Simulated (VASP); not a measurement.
Level of theory: PBE GGA, VASP's PBE PAW potentials (set 64) (plane waves; VASP).

A VASP calculation is set up with these files.

INCAR:
```
# general
SYSTEM  = GaAs
PREC    = Normal
ENCUT   = 400
LREAL   = .FALSE.
LASPH   = .TRUE.

# electronic loop
EDIFF   = 1E-5
NELM    = 100
NELMIN  = 4
ALGO    = Fast
LMAXMIX = 4

# smearing
ISMEAR  = 0
SIGMA   = 0.05

# functional
GGA     = PE

# ions
IBRION  = 2
NSW     = 20
ISIF    = 2
EDIFFG  = -0.03

# output
LWAVE   = .TRUE.
LCHARG  = .FALSE.
```

KPOINTS:
```
Regular mesh
0
gamma
8 8 8
0 0 0
```

### POSCAR
```
GaAs
1
   -0.0000000000     2.8805526054     2.8805526054
    2.8805526054    -0.0000000000     2.8805526054
    2.8805526054     2.8805526054    -0.0000000000
Ga As
1 1
Direct
  0.0000000000   0.0000000000   0.0000000000
  0.2500000000   0.2500000000   0.2500000000
```

POTCAR, in this order: Ga As (PBE.64 set). Program: vasp_std.

What VASP printed:

**OSZICAR**
```
       N       E                     dE             d eps       ncg     rms          rms(c)
DAV:   1     0.142510082872E+02    0.14251E+02   -0.29980E+03   464   0.690E+02
DAV:   2    -0.798992889941E+01   -0.22241E+02   -0.21813E+02   712   0.863E+01
DAV:   3    -0.844016606754E+01   -0.45024E+00   -0.45024E+00   512   0.164E+01
DAV:   4    -0.844193502491E+01   -0.17690E-02   -0.17690E-02   704   0.115E+00
DAV:   5    -0.844193559382E+01   -0.56891E-06   -0.56885E-06   512   0.178E-02    0.359E+00
RMM:   6    -0.831030130404E+01    0.13163E+00   -0.11184E-01   464   0.193E+00    0.210E+00
RMM:   7    -0.828414647378E+01    0.26155E-01   -0.94518E-02   464   0.194E+00    0.547E-01
RMM:   8    -0.828320868483E+01    0.93779E-03   -0.87956E-03   464   0.749E-01    0.711E-02
RMM:   9    -0.828331515892E+01   -0.10647E-03   -0.98646E-04   465   0.262E-01    0.509E-02
RMM:  10    -0.828338363707E+01   -0.68478E-04   -0.21173E-04   464   0.129E-01    0.135E-02
RMM:  11    -0.828338297855E+01    0.65852E-06   -0.40881E-05   416   0.537E-02
   1 F= -.82833830E+01 E0= -.82833749E+01  d E =-.828338E+01
```

OUTCAR:
```
------------------------ aborting loop because EDIFF is reached ----------------------------------------
  FORCE on cell =-STRESS in cart. coord.  units (eV):
  Direction    XX          YY          ZZ          XY          YZ          ZX
  --------------------------------------------------------------------------------------
  Total        0.0015301      0.0015301      0.0015301      0.0000000      0.0000000      0.0000000
  in kB        0.0512820      0.0512820      0.0512820      0.0000000      0.0000000      0.0000000
  external PRESSURE =       0.0512820 kB  Pullay stress =       0.0000000 kB
  volume of cell :       47.80
      direct lattice vectors                 reciprocal lattice vectors
     0.000000000  2.880552605  2.880552605    -0.173577806  0.173577806  0.173577806
     2.880552605  0.000000000  2.880552605     0.173577806 -0.173577806  0.173577806
     2.880552605  2.880552605  0.000000000     0.173577806  0.173577806 -0.173577806
  FREE ENERGIE OF THE ION-ELECTRON SYSTEM (eV)
  ---------------------------------------------------
  free  energy   TOTEN  =        -8.2833829785 eV

  energy  without entropy=       -8.2833668626  energy(sigma->0) =       -8.28337492

 reached required accuracy - stopping structural energy minimisation
```
(Selected blocks of OUTCAR.)

### OUTCAR
```
 val. band max:        2.2953062169   @ k =   0.0000   0.0000   0.0000

 cond. band min:       2.4518818030   @ k =   0.0000   0.0000   0.0000


 Fermi energy:         2.3811659937

 k-point     1 :       0.0000    0.0000    0.0000
  band No.  band energies     occupation
      1     -10.0174      2.00000
      2       2.2953      1.98484
      3       2.2953      1.98484
      4       2.2953      1.98484
      5       2.4519      0.04548
      6       6.0410      0.00000
      7       6.0410      0.00000
      8       6.0410      0.00000

 k-point     2 :       0.1250    0.0000    0.0000
  band No.  band energies     occupation
      1      -9.8612      2.00000
      2       0.3068      2.00000
      3       2.0809      2.00000
      4       2.0809      2.00000
      5       3.6620      0.00000
      6       6.3641      0.00000
      7       6.3641      0.00000
      8       6.4134      0.00000

 k-point     3 :       0.2500    0.0000    0.0000
  band No.  band energies     occupation
      1      -9.4235      2.00000
      2      -1.7325      2.00000
      3       1.6741      2.00000
      4       1.6741      2.00000
      5       3.6022      0.00000
      6       6.8611      0.00000
      7       6.8611      0.00000
      8       8.0113      0.00000

 k-point     4 :       0.3750    0.0000    0.0000
  band No.  band energies     occupation
      1      -8.8434      2.00000
      2      -3.3431      2.00000
      3       1.3577      2.00000
      4       1.3577      2.00000
      5       3.2985      0.00000
      6       6.9714      0.00000
      7       6.9714      0.00000
      8       9.7539      0.00000

 k-point     5 :       0.5000    0.0000    0.0000
  band No.  band energies     occupation
      1      -8.5231      2.00000
      2      -4.0166      2.00000
      3       1.2437      2.00000
      4       1.2437      2.00000
      5       3.1787      0.00000
      6       6.9340      0.00000
      7       6.9340      0.00000
...
```

The compound is GaAs in the zinc blende structure. It was relaxed first, which changed the volume by +6 %.
